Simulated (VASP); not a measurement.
Input of a VASP 6.6.1 run:

INCAR

```
SYSTEM = MgAuCl2
ALGO = Normal
EDIFF = 1E-7
EDIFFG = -0.04
ENCUT = 600
GGA = PE
IBRION = 2
ISIF = 3
ISMEAR = 0
LASPH = .True.
LCHARG = .False.
LREAL = .False.
LWAVE = .False.
NELM = 100
NSW = 90
PREC = Accurate
SIGMA = 0.1
```

KPOINTS

```
k-points
0
Gamma
  4 4 6
  0 0 0
```

Contents of POSCAR:

```
MgAuCl2
1.0
    5.3168975200      0.0000000000      0.0000000000
    0.0000000000      5.3168975200      0.0000000000
    0.0000000000      0.0000000000      2.7406746500
Mg Au Cl
1 1 2
Direct
    0.5000000000      0.5000000000      0.5000000000
    0.0000000000      0.0000000000      0.0000000000
    0.5000000000      0.0000000000      0.0000000000
    0.0000000000      0.5000000000      0.0000000000
```

Potentials or basis: VASP PAW PBE potentials, release 64 (Mg, Au, Cl).

Command:

```sh
$ cat potpaw_PBE.64/Mg/POTCAR potpaw_PBE.64/Au/POTCAR potpaw_PBE.64/Cl/POTCAR > POTCAR
$ mpirun -np 1 vasp_std > vasp.out
```

Question: Predict the relaxed cell.

Answer: a = 5.275 Å, b = 5.275 Å, c = 3.242 Å, α = 90.00°, β = 90.00°, γ = 90.00°.

Question: Estimate the band gap on the k mesh.

Answer: None (metal or under the smearing width).

Final structure:
```
CELL_PARAMETERS angstrom
5.27452 0.00000 0.00000
0.00000 5.27452 0.00000
0.00000 0.00000 3.24237
ATOMIC_POSITIONS crystal
Mg 0.50000 0.50000 0.50000
Au 0.00000 0.00000 0.00000
Cl 0.50000 0.00000 0.00000
Cl 0.00000 0.50000 0.00000
```

Caveat: the k mesh is coarse (spacing up to 0.38 Å⁻¹), so the values aren't converged; an odd number of electrons without spin polarisation forces a metal; a magnetic or distorted state may lie lower. The run has no spin-orbit coupling, so splittings on Au are missing.
